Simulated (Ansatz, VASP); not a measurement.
**BP (BP, zinc blende or diamond type, a = 4.615 A) in two plane-wave programs**

Wanted: the spread between two codes on one cell, functional and k mesh. The cell is taken from a series of runs on this material, whose earlier steps may have relaxed, scaled, displaced or heated it; both programs get it as it stands.

Calculated with Ansatz 0.2.0; plane waves, with VASP 6.6.1 beside it; single point at LDA.

## Step 1: The starting structure

Symmetry: F-43m, No. 216, cubic system. The conventional cell has a = 4.615 Å, b = 4.615 Å, c = 4.615 Å, α = 90.00°, β = 90.00°, γ = 90.00°. Nearest to B lie 4 P at 2.00 Å. Nearest to P lie 4 B at 2.00 Å. Farther neighbours are not listed.

Coordinates:

```cif
data_structure
_symmetry_space_group_name_H-M 'P 1'
_symmetry_Int_Tables_number 1
_cell_length_a 3.2633
_cell_length_b 3.2633
_cell_length_c 4.6150
_cell_angle_alpha 90.000
_cell_angle_beta 90.000
_cell_angle_gamma 90.000
_cell_volume 49.15
loop_
_atom_site_label
_atom_site_type_symbol
_atom_site_fract_x
_atom_site_fract_y
_atom_site_fract_z
_atom_site_occupancy
B1 B 0.00000 0.00000 0.00000 1
B2 B 0.50000 0.50000 0.50000 1
P3 P 0.50000 0.00000 0.25000 1
P4 P 0.00000 0.50000 0.75000 1
```

## Step 2: VASP: single point, LDA

With cell and atoms fixed, the geometry can't cause a difference; cores, projectors, grids and the points listed under the comparison can.

Lines of VASP's logs that name or quote its potential files are left out, and so is its time.

The input, INCAR:

```
SYSTEM = BP
PREC = Accurate
ENCUT = 420
EDIFF = 1E-06
NELM = 120
ISMEAR = 0
SIGMA = 0.01
LREAL = .FALSE.
ALGO = Normal
GGA = PW92
NBANDS = 14
LORBIT = 11
LWAVE = .FALSE.
LCHARG = .FALSE.
ISIF = 2
LASPH = .TRUE.
GGA_COMPAT = .FALSE.
EFERMI = MIDGAP
```

The input, POSCAR:

```
BP
1.0
    3.2632977952      0.0000000000      0.0000000000
    0.0000000000      3.2632977952      0.0000000000
    0.0000000000      0.0000000000      4.6150000000
B P
2 2
Direct
    0.0000000000      0.0000000000      0.0000000000
    0.5000000000      0.5000000000      0.5000000000
    0.5000000000      0.0000000000      0.2500000000
    0.0000000000      0.5000000000      0.7500000000
```

The input, KPOINTS:

```
Automatic mesh
0
Gamma
8 8 6
0 0 0
```

The projector-augmented-wave data sets are B and P (LDA family, release 64).

The run is started by

```sh
mpirun -np 1 vasp_std
```

Numbers of over 12 decimals in the logs are rounded to 6 here.

The log of the run:

```text
[banner, memory and clock lines left out]
running    1 mpi-ranks, on    1 nodes
 distrk:  each k-point on    1 cores,    1 groups
 distr:  one band on    1 cores,    1 groups

 POSCAR found type information on POSCAR B P
 POSCAR found :  2 types and       4 ions
|                                                                             |
|               ----> ADVICE to this user running VASP <----                  |
|                                                                             |
|     You enforced a specific xc type in the INCAR file but a different       |
|     [... a line on the potential file left out ...]
|     I HOPE YOU KNOW WHAT YOU ARE DOING!                                     |
|                                                                             |

 LDA part: xc-table for (Slater(with rela. corr.)+PW92), standard interpolation
 POSCAR, INCAR and KPOINTS ok, starting setup
 FFT: planning ... GRIDC
 FFT: planning ... GRID_SOFT
 FFT: planning ... GRID
 WAVECAR not read
 entering main loop
       N       E                     dE             d eps       ncg     rms          rms(c)
DAV:   1     0.247256201547E+02    0.24726E+02   -0.61784E+03  1680   0.859E+02
DAV:   2    -0.279029584526E+02   -0.52629E+02   -0.47862E+02  2400   0.146E+02
DAV:   3    -0.300505109464E+02   -0.21476E+01   -0.21354E+01  2238   0.290E+01
DAV:   4    -0.300693003477E+02   -0.18789E-01   -0.18785E-01  1968   0.332E+00
DAV:   5    -0.300696002340E+02   -0.29989E-03   -0.29984E-03  2250   0.382E-01    0.963E+00
DAV:   6    -0.288563379227E+02    0.12133E+01   -0.16707E+00  2040   0.780E+00    0.524E+00
DAV:   7    -0.286646712100E+02    0.19167E+00   -0.37630E-01  2194   0.363E+00    0.156E+00
DAV:   8    -0.286422450205E+02    0.22426E-01   -0.44193E-02  2010   0.134E+00    0.276E-01
DAV:   9    -0.286421550932E+02    0.89927E-04   -0.22527E-03  2166   0.332E-01    0.114E-01
DAV:  10    -0.286421728249E+02   -0.17732E-04   -0.17138E-04  1998   0.834E-02    0.392E-02
DAV:  11    -0.286421794016E+02   -0.65767E-05   -0.17690E-05  2154   0.264E-02    0.382E-02
DAV:  12    -0.286421780579E+02    0.13437E-05   -0.51443E-06  1992   0.129E-02    0.749E-03
DAV:  13    -0.286421780649E+02   -0.70045E-08   -0.40535E-07  1200   0.413E-03
   1 F= -.28642178E+02 E0= -.28642178E+02  d E =0.000000E+00
```

OUTCAR, selected parts (step 2):

```text
ion  position               nearest neighbor table
   1  0.000  0.000  0.000-   3 2.00   4 2.00   4 2.00   3 2.00
   2  0.500  0.500  0.500-   3 2.00   4 2.00   3 2.00   4 2.00
   3  0.500  0.000  0.250-   1 2.00   2 2.00   2 2.00   1 2.00
   4  0.000  0.500  0.750-   1 2.00   2 2.00   1 2.00   2 2.00

  LATTYP: Found a simple tetragonal cell.
 ALAT       =     3.2632977952
 C/A-ratio  =     1.4142135624

 Subroutine GETGRP returns: Found  8 space group operations
 (whereof  8 operations were pure point group operations)

The static configuration has the point symmetry D_2d.

 Found     60 irreducible k-points:

   k-points           NKPTS =     60   k-points in BZ     NKDIM =     60   number of bands    NBANDS=     14

   dimension x,y,z NGX =    24 NGY =   24 NGZ =   32
   dimension x,y,z NGXF=    48 NGYF=   48 NGZF=   64

   ENCUT  =  420.0 eV  30.87 Ry    5.56 a.u.   5.45  5.45  7.71*2*pi/ulx,y,z

   NELECT =      16.0000    total number of electrons

 k-points in reciprocal lattice and weights: Automatic mesh
   0.00000000  0.00000000  0.00000000       0.003
   0.12500000  0.00000000  0.00000000       0.010
   0.25000000  0.00000000  0.00000000       0.010
   0.37500000  0.00000000  0.00000000       0.010
   0.50000000  0.00000000  0.00000000       0.005
   0.12500000  0.12500000  0.00000000       0.010
   0.25000000  0.12500000  0.00000000       0.021
   0.37500000  0.12500000  0.00000000       0.021
   0.50000000  0.12500000  0.00000000       0.010
[...]
0.50000000  0.37500000  0.50000000       0.010
   0.50000000  0.50000000  0.50000000       0.003

 average (electrostatic) potential at core
       1 -30.7181       2 -30.7181       3 -82.8492       4 -82.8492

 E-fermi :   7.4402

 k-point     1 :       0.0000    0.0000    0.0000
  band No.  band energies     occupation
    ...
      4       2.8906      2.00000
      5       2.8906      2.00000
      6       6.8159      2.00000
      7       6.8160      2.00000
      8       6.8160      2.00000
      9       8.2078      0.00000
     10       8.4101      0.00000
     11      10.1236      0.00000
     12      10.1237      0.00000
     13      10.1237      0.00000
    ...

 k-point     2 :       0.1250    0.0000    0.0000
  band No.  band energies     occupation
    ...
      4       1.9956      2.00000
      5       3.0398      2.00000
      6       5.7243      2.00000
      7       6.0973      2.00000
      8       6.7203      2.00000
      9       8.4588      0.00000
     10       9.7363      0.00000
     11      10.3050      0.00000
     12      10.4872      0.00000
     13      10.8158      0.00000
    ...

 k-point     3 :       0.2500    0.0000    0.0000
  band No.  band energies     occupation
    ...
      4       0.8852      2.00000
      5       3.4739      2.00000
      6       3.8514      2.00000
      7       4.6419      2.00000
      8       6.3883      2.00000
      9       8.9418      0.00000
     10      10.8482      0.00000
     11      11.0785      0.00000
     12      11.7051      0.00000
     13      12.6211      0.00000
    ...

  Total       -3.8359166     -3.8359166     -3.8494306      0.0000000      0.0000000      0.0000000
  in kB     -125.0531464   -125.0531464   -125.4937098      0.0000000      0.0000000      0.0000000
  external PRESSURE =    -125.2000009 kB  Pullay stress =       0.0000000 kB

  energy-cutoff  :      420.00
  volume of cell :       49.15
      direct lattice vectors                 reciprocal lattice vectors
     3.263297795  0.000000000  0.000000000     0.306438475  0.000000000  0.000000000
     0.000000000  3.263297795  0.000000000     0.000000000  0.306438475  0.000000000
     0.000000000  0.000000000  4.615000000     0.000000000  0.000000000  0.216684724

 POSITION                                       TOTAL-FORCE (eV/Angst)
 -----------------------------------------------------------------------------------
      0.00000      0.00000      0.00000         0.000000      0.000000     -0.000000
      1.63165      1.63165      2.30750        -0.000000      0.000000      0.000000
      1.63165      0.00000      1.15375        -0.000000     -0.000000     -0.000000
      0.00000      1.63165      3.46125        -0.000000     -0.000000      0.000000
 -----------------------------------------------------------------------------------
    total drift:                                0.000000      0.000000      0.000000

  FREE ENERGIE OF THE ION-ELECTRON SYSTEM (eV)
  ---------------------------------------------------
  free  energy   TOTEN  =       -28.6421780649 eV

  energy  without entropy=      -28.6421780649  energy(sigma->0) =      -28.64217806

 total charge
# of ion       s       p       d       tot
------------------------------------------
    1        0.650   1.220   0.000   1.871
    2        0.650   1.220   0.000   1.871
    3        0.995   1.549   0.000   2.544
    4        0.995   1.549   0.000   2.544
--------------------------------------------------
tot          3.290   5.539   0.000   8.830

[... 3 further parts left out ...]
```

The run ends at a pressure of -12.52 GPa.

## Step 3: Ansatz: single point, LDA

Ansatz runs on its default PAW (the set named soft_2) files.

The same cell, functional (in two slightly different forms) and mesh now go to Ansatz, which takes its cutoff from its data sets.

The input, input.yaml:

```yaml
crystal:
  lattice:
    - [3.2632977952, 0.0, 0.0]
    - [0.0, 3.2632977952, 0.0]
    - [0.0, 0.0, 4.615]
  atoms:
    - { symbol: B, position: [0.0, 0.0, 0.0] }
    - { symbol: P, position: [0.5, 0.0, 0.25] }
    - { symbol: B, position: [0.5, 0.5, 0.5] }
    - { symbol: P, position: [0.0, 0.5, 0.75] }
kpoints:
  mp_grid: { grid: [8, 8, 6] }
hamiltonian:
  xc: lda
scf:
  occupations: { method: fixed }
  convergence: { dr2_threshold: 1.0e-09 }
output:
  transmission:
    leads: [[0, 0]]
    kpoints: [[0, 0], [0.5, 0], [0.5, 0.5], [0.25, 0]]
    e_range: [-2.04, 4.93]
    de: 0.17
```

The run is started by

```sh
ansatz run input.yaml --threads 2 --pin off --max-ram 4096MiB --backend cpu --events-out ev --progress --plain --runs-dir out
```

The log of the run:

```text
Engine: ansatz 0.2.0, x86_64-unknown-linux-gnu
Pseudopotentials: kind: paw
Pseudopotential: B, paw, valence charge 3, recommended cutoff 420 eV (normal), B.paw.azcp
Pseudopotential: P, paw, valence charge 5, recommended cutoff 420 eV (normal), P.paw.azcp
Functional definition: SPW92
  exchange = slater_x
  correlation = pw_c
Crystal: 4 atoms, lattice volume = 49.146 Å³
Basis set: ecut = 420 eV, 999 PW (Γ)
Bands: 12, of which v1, the nominal top of the filled ones, is band 8 counted from 1 (7 counted from 0)
Symmetry: 16 space group operations
Space group: F-43m (ITA 216), of the structure as read, at distance tolerance 3.7e-5 Å
k-points: 60 of 384 (time reversal used)
Non-local potential: B, projectors of the file, l = 0: 2, l = 1: 2, l = 2: 1
Non-local potential: P, projectors of the file, l = 0: 2, l = 1: 2, l = 2: 2
PAW form: soft (Blöchl's): semilocal exchange-correlation on the pseudo side does not see the compensation charge
PAW frozen core: B, regenerated for the run's functional, and the local potential with it (the file was generated under x = pbe(κ = 0.804, μ = 0.219515), c = pbe(β = 0.066725))
PAW frozen core: P, regenerated for the run's functional, and the local potential with it (the file was generated under x = pbe(κ = 0.804, μ = 0.219515), c = pbe(β = 0.066725))
PAW one-centre angular grid: B, 110 points (default); XC on 64 Gauss nodes
PAW one-centre angular grid: P, 110 points (default); XC on 64 Gauss nodes
Initial density: superposition of atomic densities (neutral atoms: chi_scale 0, normalization atom), corrected by the library's trained network
Initial wavefunctions: pseudopotential atomic-orbital guess
Functional: x = slater, c = lda
SCF iter   1: F=—  HF=-1753.117571 eV  |F-HF|=—  |Δ(HF+E_count)|=         —  Δρ=5.03e-3  dr2=1.03e-2  ethr=1.77e-3  ⟨swp⟩=5.1  Hψ=4241  notcnv=0  defer=114
preconditioner: auto → none  [insulator: Δε(μ)=1.237 eV  Ē_g=10.446 eV  n_scr=6 (ndim 8)  ℏωp=21.2 eV  f_vac=0.000  ε∞_Penn≈5.1]
SCF iter   2: F=—  HF=-1753.115674 eV  |F-HF|=—  |Δ(HF+E_count)|=   1.90e-3  Δρ=2.20e-3  dr2=1.49e-3  ethr=6.43e-5  ⟨swp⟩=2.9  Hψ=1751  notcnv=0  defer=120
SCF iter   3: F=—  HF=-1753.115349 eV  |F-HF|=—  |Δ(HF+E_count)|=   3.24e-4  Δρ=9.75e-4  dr2=2.43e-4  ethr=9.32e-6  ⟨swp⟩=2.8  Hψ=1257  notcnv=0  defer=120
SCF iter   4: F=—  HF=-1753.115311 eV  |F-HF|=—  |Δ(HF+E_count)|=   3.79e-5  Δρ=2.79e-4  dr2=2.23e-5  ethr=1.52e-6  ⟨swp⟩=1.0  Hψ=720  notcnv=0  defer=101
SCF iter   5: F=—  HF=-1753.115307 eV  |F-HF|=—  |Δ(HF+E_count)|=   3.85e-6  Δρ=3.40e-5  dr2=3.94e-7  ethr=1.39e-7  ⟨swp⟩=2.0  Hψ=1172  notcnv=0  defer=91
SCF iter   6: F=—  HF=-1753.115308 eV  |F-HF|=—  |Δ(HF+E_count)|=   5.86e-7  Δρ=2.89e-6  dr2=2.02e-9  ethr=2.46e-9  ⟨swp⟩=2.7  Hψ=1222  notcnv=0  defer=95
SCF iter   7: F=-1753.115308 eV  HF=-1753.115308 eV  |F-HF|=9.09e-13  |Δ(HF+E_count)|=  1.69e-10  Δρ=1.50e-7  dr2=7.60e-12  ethr=6.25e-12  ⟨swp⟩=6.1  Hψ=3563  notcnv=0
SCF 1 converged in 7 iterations: F = -1753.115308 eV  dr2 = 7.60e-12
  greatest PAW one-centre occupation: 0.768 electrons in one spin orbital (limit 2), on the P atom at site 3 (counted from 0), in its partial waves of l = 0
transmission: 6 of 24 steps passed
transmission: 12 of 24 steps passed
transmission: 18 of 24 steps passed
transmission: 24 of 24 steps passed
SCF converged after 7 iterations
Free energy (F): -1753.115308 eV
Harris-Foulkes:  -1753.115308 eV  (|F-HF|=9.09e-13)
Internal energy: -1753.115308 eV  (E = F + TS)
E sigma→0 (E₀):  -1753.115308 eV
Fermi energy:    8.382533 eV
--- Per-component energies (eV) ---
  E_band       = 33.785553
  E_kinetic    = 239.139346
  E_local      = -147.310969  (includes V_loc(G=0)·N_el)
  E_nonlocal   = 93.118086
  E_hartree    = 35.199999
  E_xc         = -187.104379
  E_vxc        = -198.928156  (∫ρ·V_xc dr)
  E_paw        = -1225.027420  (= ΣΔE_a)
  E_vpaw       = -22.632766  (= ΣTr[D̂ρ^β])
  E_aug_tail   = -0.000001  (compensation charges beyond the density's cutoff)
  E_ewald      = -561.456342
  E_core_change = 0.326372  (= ΣΔE_core)
  E_smearing   = -0.000000  (= −TS)
  E_closure    = -0.000000  (closes the sum)
  Σ components = -1753.115308   (vs F -1753.115308, Δ=0.00e0)
--- Band table (eV; the first three rows and the last of 60) ---
  k-point 0: bands = [... 4 lower, 4.4575, 8.3824, 8.3825, 8.3825, 9.7719, 9.9704, 11.6860, 11.6861]
  k-point 1: bands = [... 4 lower, 4.6086, 7.7876, 7.7876, 7.8146, 9.6273, 10.5279, 11.3772, 12.4534]
  k-point 2: bands = [... 4 lower, 5.0565, 6.4561, 6.7396, 6.7396, 9.7525, 10.7561, 11.6335, 14.0052]
  k-point 59: bands = [... 4 lower, 2.9766, 2.9766, 3.1772, 3.1772, 13.6192, 13.6192, 14.9195, 14.9195]
--- Transmission ---
  basis      : 97 plane waves across, 6 finite elements along
  points     : 4, as listed
  energies   : 42 from -2.040000 to 4.930000 eV about the Fermi level, 0.170000 eV apart; the leads are filled to 0.622397 eV, and channels, transmission and decay are at 0.680000 eV
  crystal 0  : P2B2, at the sites [0, 0], period 4.6150 Å: whole cells are its period
    offset         : up to 0.0000 Å between an atom of the period and one for which it stands
    channels       : 0.000000e0 a spin
    conductance    : none, the energies end too early or step too widely for 300 K: set another output.transmission.e_range or a lower de, or, where they end at an eighth of basis.ecutwfc, a higher one
    slowest decay  : 0.1877 /Å at (0.0000, 0.0000)
```

The column dr2 measures how far the density is from self-consistency, as an energy; F and HF (Harris–Foulkes) agree once it is small.

## Step 4: Differences

Known differences besides the potentials themselves: fixed occupations in Ansatz, narrow Gaussian smearing in VASP; VASP's log shows a relativistic correction to its local exchange, Ansatz's none. Total energies have different zeros and are not compared.

The two programs side by side:

```
              quantity  Ansatz   VASP  difference
gap on the k mesh (eV)   1.245  1.248      -0.004
```

A gap on the mesh is an upper bound, since the band edges may lie between its points.

## Step 5: Results

```
difference in gap on the k mesh (single point, LDA) : -0.0035 eV
```

**Reading.** The difference in gap on the k mesh is -0.0035 eV (single point, LDA), within the 0.08 eV picked in this series as the mark of a large difference. How closely two codes agree says nothing of how well the functional describes the real material.

[Lines on the potential files, build, host, timing and source positions are cut from VASP's logs without a mark.]

[Logs are printed without paths, hosts, clocks, repeated set-up lines and the standing remarks that a program may print on its own settings, such as how far it seeks lower states.]

[Hosts, paths, dates, database ids (printed as entryN), source tags and the programs' standing remarks are cut or masked in the printed files.]
